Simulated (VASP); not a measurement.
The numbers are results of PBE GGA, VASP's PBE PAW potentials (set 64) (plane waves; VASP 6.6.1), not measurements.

Input for VASP

### INCAR
```
SYSTEM = As2Se3
PREC = Accurate; ENCUT = 300; LREAL = F
LASPH = T
EDIFF = 1E-6; NELM = 100; ALGO = Normal
LMAXMIX = 4
ISMEAR = 0; SIGMA = 0.05
GGA = PE
ISIF = 2
LWAVE = F; LCHARG = F
```

POSCAR:
```
As2Se3
1
    4.1937540000     0.0000000000     0.0000000000
   -2.0968780000     3.6318990000     0.0000000000
    0.0000000000     0.0000000000     6.5345040000
As Se
2 3
Direct
  0.3333330000   0.6666670000   0.2467000000
  0.6666670000   0.3333330000   0.7533000000
  0.0000000000   0.0000000000   0.0000000000
  0.3333330000   0.6666670000   0.6470000000
  0.6666670000   0.3333330000   0.3530000000
```

### KPOINTS
```
Automatic mesh
0
Gamma
4 4 3
0 0 0
```

POTCAR, in this order: As Se (PBE.64 set). Program: vasp_std.

What does the run give for the energy per atom (σ→0), pressure, largest force, band gap (on the k-mesh)?

* **energy per atom (σ→0)**: -3568 meV/atom
* **band gap (on the k-mesh)**: none (metal, semimetal or under 0.01 eV)
* **pressure**: 15.99 GPa
* **largest force**: 1.215 eV/Å

### OSZICAR
```
...
DAV:   7    -0.178412804247E+02    0.33827E-02   -0.19308E-01   390   0.226E+00    0.187E+00
DAV:   8    -0.178383337011E+02    0.29467E-02   -0.22798E-02   382   0.839E-01    0.189E-01
DAV:   9    -0.178386024694E+02   -0.26877E-03   -0.18132E-03   438   0.248E-01    0.805E-02
DAV:  10    -0.178386497766E+02   -0.47307E-04   -0.20349E-04   422   0.761E-02    0.356E-02
DAV:  11    -0.178386858781E+02   -0.36101E-04   -0.61257E-05   374   0.517E-02    0.833E-03
DAV:  12    -0.178386875440E+02   -0.16660E-05   -0.88723E-06   446   0.153E-02    0.410E-03
DAV:  13    -0.178386884222E+02   -0.87818E-06   -0.16833E-06   248   0.778E-03
   1 F= -.17838688E+02 E0= -.17837506E+02  d E =-.236385E-02
```

The structure was generated: As2Se3 was put into an ordered model structure, which need not be its known phase. The cell was not relaxed at this level, and its volume differs by -5.9 % from the start's. The k-mesh is coarse (spacing up to 0.43 per Å, 2π included), so the numbers may not be converged in it.
